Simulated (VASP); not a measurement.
Input of a VASP 6.6.1 run:

File INCAR:

```
PREC = Accurate ; ENCUT = 520
EDIFF = 1E-7 ; ISMEAR = 0
SIGMA = 0.1 ; LREAL = False
LASPH = True ; NELM = 80
ALGO = Fast ; ISIF = 3
LWAVE = False ; LCHARG = False
GGA = PE ; IBRION = 2
NSW = 80 ; EDIFFG = -0.15
```

Contents of KPOINTS:

```
regular mesh
0
Gamma
  18 18 18
```

The input POSCAR:

```
W                                       
1.0
   -1.5929534669      1.5929534669      1.5929534669
    1.5929534669     -1.5929534669      1.5929534669
    1.5929534669      1.5929534669     -1.5929534669
  W             
     1
Direct
     0.0000000000000000    0.0000000000000000    0.0000000000000000
```

Potentials or basis: VASP PAW PBE potentials, release 64 (W_sv).

Run with:

```console
$ cat potpaw_PBE.64/W_sv/POTCAR > POTCAR
$ mpirun -np 1 vasp_std > vasp.out
```

Task: Estimate the band gap on the k mesh.

Result: None (metal or under the smearing width).

Final structure:
```
W
1.0
    -1.59295    1.59295    1.59295
     1.59295   -1.59295    1.59295
     1.59295    1.59295   -1.59295
W
1
Direct
  0.00000 0.00000 0.00000
```

Caveat: the relaxation stopped at its first step, so nothing moved. Spin-orbit coupling is left out, which matters for the levels of W.
